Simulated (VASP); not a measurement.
Input:

```
CoTi
1.0
    2.94969     0.00000     0.00000
    0.00000     2.94969     0.00000
    0.00000     0.00000     2.94969
Ti Co
1 1
Direct
  0.00000   0.00000   0.00000
  0.50000   0.50000   0.50000
```

These are r2SCAN meta-GGA, VASP's PBE PAW potentials (set 64) (plane waves; VASP) values and carry that method's errors. Settings: 400 eV cut-off, 11×11×11 Γ-centred mesh, first-order Methfessel-Paxton smearing of 0.10 eV, potentials Ti_sv Co.

Question: Predict the energy per atom (σ→0), band gap (on the k-mesh) with the smallest direct gap where there is one.

Answer: 
| Quantity | Value |
|---|---|
| band gap (on the k-mesh) | none (metal, semimetal or under 0.01 eV) |
| energy per atom (σ→0) | -13.352 eV/atom |

Total energies compare only between runs with the same potentials, cut-off and functional.

The compound is TiCo in the CsCl type structure. It was relaxed first. The start is the result of an earlier pass. The run is not spin-polarised, so no magnetic state was tried. The electron count is odd and the run is not spin-polarised, which forces a metal.
